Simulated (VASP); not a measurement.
Here is the system:

```
CELL_PARAMETERS angstrom
      0.00000     2.60240     2.60240
      2.60240     0.00000     2.60240
      2.60240     2.60240     0.00000
ATOMIC_POSITIONS crystal
  Sr 0.00000 0.00000 0.00000
  O  0.50000 0.50000 0.50000
```

Method: PBE GGA, VASP's PBE PAW potentials (set 64) (plane waves; VASP). Numerical set-up: 520 eV cut-off, Gaussian smearing of 0.050 eV, potentials Sr_sv O.

Give the energies of bands 6 to 11 at the high-symmetry points, in eV from the valence-band maximum.

| band | Γ | X | U | L | W |
|---|---|---|---|---|---|
| 6 | 0.00 | -0.49 | -0.94 | -2.10 | -1.07 |
| 7 | 0.00 | -0.11 | -0.56 | -1.07 | -0.47 |
| 8 | 0.00 | -0.11 | -0.52 | -1.07 | -0.47 |
| 9 | 3.73 | 3.28 | 4.73 | 6.39 | 5.92 |
| 10 | 6.13 | 7.53 | 7.72 | 8.16 | 5.92 |
| 11 | 6.13 | 9.93 | 8.45 | 8.64 | 8.35 |

The gap is indirect, 3.28 eV, from the valence maximum at Γ to the conduction minimum at X.

The compound is SrO in the rock salt structure. It was relaxed first.
